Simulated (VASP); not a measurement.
Output of a VASP run:

OUTCAR:
```
 ion  position               nearest neighbor table
   1  0.000  0.000  0.000-
  LATTYP: Found a body centered cubic cell.
 ALAT       =     3.4839777432
 Subroutine PRICEL returns:
 Original cell was already a primitive cell.
 Subroutine GETGRP returns: Found 48 space group operations
The static configuration has the point symmetry O_h .
The dynamic configuration has the point symmetry O_h .
 Subroutine INISYM returns: Found 48 space group operations
 Subroutine IBZKPT returns following result:
 Found    120 irreducible k-points:

 Following reciprocal coordinates:
            Coordinates               Weight
  0.000000  0.000000  0.000000      1.000000
  0.066667  0.000000  0.000000     12.000000
  0.133333  0.000000  0.000000     12.000000
  0.200000  0.000000  0.000000     12.000000
  0.266667  0.000000  0.000000     12.000000
  0.333333  0.000000  0.000000     12.000000
  0.400000  0.000000  0.000000     12.000000
  0.466667  0.000000  0.000000     12.000000
  0.066667  0.066667  0.000000     24.000000
  0.133333  0.066667  0.000000     48.000000
  0.200000  0.066667  0.000000     48.000000
  0.266667  0.066667  0.000000     48.000000
  0.333333  0.066667  0.000000     48.000000
  0.400000  0.066667 -0.000000     48.000000
  0.466667  0.066667  0.000000     24.000000
  0.133333  0.133333  0.000000     24.000000
  0.200000  0.133333 -0.000000     48.000000
  0.266667  0.133333  0.000000     48.000000
  0.333333  0.133333  0.000000     48.000000
  0.400000  0.133333  0.000000     48.000000
  0.200000  0.200000  0.000000     24.000000
  0.266667  0.200000  0.000000     48.000000
  0.333333  0.200000  0.000000     48.000000
  0.400000  0.200000 -0.000000     24.000000
  0.266667  0.266667  0.000000     24.000000
  0.333333  0.266667 -0.000000     48.000000
  0.333333  0.333333  0.000000      8.000000
  0.066667  0.066667  0.066667      8.000000
  0.133333  0.066667  0.066667     24.000000
  0.200000  0.066667  0.066667     24.000000
  0.266667  0.066667  0.066667     24.000000
  0.333333  0.066667  0.066667     24.000000
  0.400000  0.066667  0.066667     24.000000
 -0.066667  0.066667  0.066667      6.000000
  0.133333  0.133333  0.066667     24.000000
  0.200000  0.133333  0.066667     48.000000
  0.266667  0.133333  0.066667     48.000000
  0.333333  0.133333  0.066667     48.000000
  0.400000  0.133333  0.066667     24.000000
 -0.133333  0.133333  0.066667     24.000000
   k-points           NKPTS =    120   k-points in BZ     NKDIM =    120   number of bands    NBANDS=      5
   number of dos      NEDOS =    301   number of ions     NIONS =      1
   total plane-waves  NPLWV =  13824
   dimension x,y,z NGX =    24 NGY =   24 NGZ =   24
   dimension x,y,z NGXF=    48 NGYF=   48 NGZF=   48
   ions per type =               1
   PREC   = accura    normal or accurate (medium, high low for compatibility)
   ISTART =      0    job   : 0-new  1-cont  2-samecut
   ICHARG =      2    charge: 1-file 2-atom 10-const
   ISPIN  =      1    spin polarized calculation?
   LNONCOLLINEAR =      F non collinear calculations
   LSORBIT =      F    spin-orbit coupling
   INIWAV =      1    electr: 0-lowe 1-rand  2-diag
   ENCUT  =  520.0 eV  38.22 Ry    6.18 a.u.   5.61  5.61  5.61*2*pi/ulx,y,z
   NELM   =    100;   NELMIN=  2; NELMDL= -5     # of ELM steps
   EDIFF  = 0.1E-06   stopping-criterion for ELM
   LREAL  =      F    real-space projection
   NLSPLINE    = F    spline interpolate recip. space projectors
   LMAXMIX     =    2 max onsite mixed and CHGCAR
   VOSKOWN=      0    Vosko Wilk Nusair interpolation
   EDIFFG = 0.1E-05   stopping-criterion for IOM
   NSW    =      0    number of steps for IOM
   NBLOCK =      1;   KBLOCK =      1    inner block; outer block
   IBRION =     -1    ionic relax: 0-MD 1-quasi-New 2-CG
   NFREE  =      0    steps in history (QN), initial steepest desc. (CG)
...
```

### OSZICAR
```
       N       E                     dE             d eps       ncg     rms          rms(c)
DAV:   1     0.695997600508E+00    0.69600E+00   -0.71122E+02  1225   0.414E+02
DAV:   2    -0.176798160208E+01   -0.24640E+01   -0.23240E+01  1705   0.596E+01
DAV:   3    -0.190111871583E+01   -0.13314E+00   -0.13272E+00  1485   0.936E+00
DAV:   4    -0.190368962257E+01   -0.25709E-02   -0.25705E-02  1575   0.139E+00
DAV:   5    -0.190372144475E+01   -0.31822E-04   -0.31822E-04  1525   0.133E-01    0.237E-01
DAV:   6    -0.190257909402E+01    0.11424E-02   -0.28525E-04  1995   0.110E-01    0.134E-01
DAV:   7    -0.190202014786E+01    0.55895E-03   -0.70086E-04  2200   0.166E-01    0.279E-02
DAV:   8    -0.190202015312E+01   -0.52551E-08   -0.96884E-06  1215   0.365E-02    0.230E-03
DAV:   9    -0.190201767903E+01    0.24741E-05   -0.76663E-07  1680   0.121E-02    0.478E-04
DAV:  10    -0.190201666942E+01    0.10096E-05   -0.31952E-08   720   0.249E-03    0.359E-04
DAV:  11    -0.190201662000E+01    0.49426E-07   -0.10522E-08   650   0.120E-03
   1 F= -.19206963E+01 E0= -.19206730E+01  d E =-.699849E-04
```

File OUTCAR:
```
------------------------ aborting loop because EDIFF is reached ----------------------------------------
  Edisp (eV):   -0.01868
  FORCE on cell =-STRESS in cart. coord.  units (eV):
  Direction    XX          YY          ZZ          XY          YZ          ZX
  --------------------------------------------------------------------------------------
  Total      -0.10026    -0.10026    -0.10026    -0.00000     0.00000    -0.00000
  in kB      -7.59732    -7.59732    -7.59732    -0.00000     0.00000    -0.00000
  external pressure =       -7.60 kB  Pullay stress =        0.00 kB
  volume of cell :       21.14
      direct lattice vectors                 reciprocal lattice vectors
    -1.741988872  1.741988872  1.741988872     0.000000000  0.287028240  0.287028240
     1.741988872 -1.741988872  1.741988872     0.287028240  0.000000000  0.287028240
     1.741988872  1.741988872 -1.741988872     0.287028240  0.287028240  0.000000000
 POSITION                                       TOTAL-FORCE (eV/Angst)
 -----------------------------------------------------------------------------------
      0.00000      0.00000      0.00000         0.000000      0.000000     -0.000000
 -----------------------------------------------------------------------------------
    total drift:                               -0.000000     -0.000000      0.000000
  FREE ENERGIE OF THE ION-ELECTRON SYSTEM (eV)
  ---------------------------------------------------
  free  energy   TOTEN  =        -1.9206963171 eV

  energy  without entropy=       -1.9206263323  energy(sigma->0) =       -1.92067299
```
(Selected blocks of OUTCAR.)

### POSCAR
```
Li
1
   -1.7419888716     1.7419888716     1.7419888716
    1.7419888716    -1.7419888716     1.7419888716
    1.7419888716     1.7419888716    -1.7419888716
Li
1
Direct
  0.0000000000   0.0000000000   0.0000000000
```

### Question
Reconstruct the remaining input files.

### Answer
This is not unique; one that fits is the input of the run itself, PBE GGA with D4 dispersion, plane waves, VASP's PBE PAW potentials (set 64).

### INCAR
```
SYSTEM  =  Li
PREC  =  Accurate; ENCUT  =  520; LREAL  =  .FALSE.
LASPH  =  .TRUE.
EDIFF  =  1E-7; NELM  =  100; ALGO  =  Normal
ISMEAR  =  1; SIGMA  =  0.1
GGA  =  PE; IVDW  =  13
ISIF  =  2
LWAVE  =  .FALSE.; LCHARG  =  .FALSE.
```

**KPOINTS**
```
Automatic
0
Gamma
15 15 15
```

POTCAR, in this order: Li_sv (PBE.64 set). Program: vasp_std.

The compound is Li in the bcc structure. This cell is one point of a volume scan, at 1.06 of the reference volume.
